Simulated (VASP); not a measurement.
All values below come from PBE GGA, VASP's PBE PAW potentials (set 64) (plane waves; VASP).

Input for VASP

**INCAR**
```
SYSTEM = Tl
PREC = Accurate
ENCUT = 400
EDIFF = 1E-6
NELM = 100
ALGO = VeryFast
LREAL = .FALSE.
LASPH = .TRUE.
ISMEAR = 1
SIGMA = 0.1
GGA = PE
LMAXMIX = 4
LWAVE = .FALSE.
LCHARG = .FALSE.
ISIF = 2
```

KPOINTS:
```
Automatic mesh
0
Gamma
11 11 6
0 0 0
```

File POSCAR:
```
Tl
1
    1.7111920000    -2.9523330000     0.0000000000
    1.7111920000     2.9523330000     0.0000000000
    0.0000000000     0.0000000000     5.4418910000
Tl
2
Direct
  0.3333330000   0.6666670000   0.2500000000
  0.6953300000   0.3619960000   0.7500000000
```

POTCAR, in this order: Tl_d (PBE.64 set). Program: vasp_std.

What VASP printed:

**OSZICAR**
```
       N       E                     dE             d eps       ncg     rms          rms(c)
RMM:   1     0.276575043019E+03    0.27658E+03   -0.93206E+03  4148   0.104E+03
RMM:   2     0.449906614929E+02   -0.23158E+03   -0.24739E+03  4148   0.296E+02
RMM:   3     0.873364048857E-02   -0.44982E+02   -0.51718E+02  4148   0.111E+02
RMM:   4    -0.373744967042E+01   -0.37462E+01   -0.73877E+01  4148   0.477E+01
RMM:   5    -0.430590386430E+01   -0.56845E+00   -0.52780E+00  4148   0.142E+01
RMM:   6    -0.439440393231E+01   -0.88500E-01   -0.64232E-01  4148   0.562E+00
RMM:   7    -0.440578323146E+01   -0.11379E-01   -0.10056E-01  4148   0.241E+00
RMM:   8    -0.440795638806E+01   -0.21732E-02   -0.20270E-02  4148   0.112E+00
RMM:   9    -0.440840684262E+01   -0.45045E-03   -0.43754E-03  9660   0.538E-01
RMM:  10    -0.440852771988E+01   -0.12088E-03   -0.11786E-03  9344   0.295E-01
RMM:  11    -0.440854346007E+01   -0.15740E-04   -0.15702E-04  9366   0.113E-01
RMM:  12    -0.440854886746E+01   -0.54074E-05   -0.54114E-05  9359   0.640E-02    0.359E+00
RMM:  13    -0.435869735585E+01    0.49852E-01   -0.92458E-02 16591   0.230E+00    0.249E+00
RMM:  14    -0.434960840940E+01    0.90889E-02   -0.42959E-02 16583   0.153E+00    0.713E-01
RMM:  15    -0.434871941419E+01    0.88900E-03   -0.32153E-03 13176   0.465E-01    0.332E-02
RMM:  16    -0.434872558435E+01   -0.61702E-05   -0.16525E-05  9205   0.476E-02    0.113E-02
RMM:  17    -0.434873009272E+01   -0.45084E-05   -0.71760E-06  8956   0.291E-02    0.105E-03
RMM:  18    -0.434873033784E+01   -0.24512E-06   -0.92584E-07  5522   0.102E-02
   1 F= -.43487303E+01 E0= -.43483840E+01  d E =-.103893E-02
```

### OUTCAR
```
------------------------ aborting loop because EDIFF is reached ----------------------------------------
  FORCE on cell =-STRESS in cart. coord.  units (eV):
  Direction    XX          YY          ZZ          XY          YZ          ZX
  --------------------------------------------------------------------------------------
  Total        1.5955835      1.6067643      1.8725440     -0.1444136      0.0000000      0.0000000
  in kB       46.4928548     46.8186445     54.5630566     -4.2079908      0.0000000      0.0000000
  external PRESSURE =      49.2915186 kB  Pullay stress =       0.0000000 kB
  volume of cell :       54.98
      direct lattice vectors                 reciprocal lattice vectors
     1.711192000 -2.952333000  0.000000000     0.292193979 -0.169357589  0.000000000
     1.711192000  2.952333000  0.000000000     0.292193979  0.169357589  0.000000000
     0.000000000  0.000000000  5.441891000     0.000000000  0.000000000  0.183759653
 POSITION                                       TOTAL-FORCE (eV/Angst)
 -----------------------------------------------------------------------------------
      1.71119      0.98411      1.36047         0.027275     -0.001915      0.000000
      1.80929     -0.98411      4.08142        -0.027275      0.001915      0.000000
 -----------------------------------------------------------------------------------
    total drift:                               -0.000013      0.000000      0.000000
  FREE ENERGIE OF THE ION-ELECTRON SYSTEM (eV)
  ---------------------------------------------------
  free  energy   TOTEN  =        -4.3487303378 eV

  energy  without entropy=       -4.3476914096  energy(sigma->0) =       -4.34838403
```
(Selected blocks of OUTCAR.)

The compound is Tl in the hcp structure. The cell was not relaxed at this level, atoms are displaced from their ideal sites. The run is one of a series of settings (ALGO = VeryFast against the base run), some of them coarse on purpose.
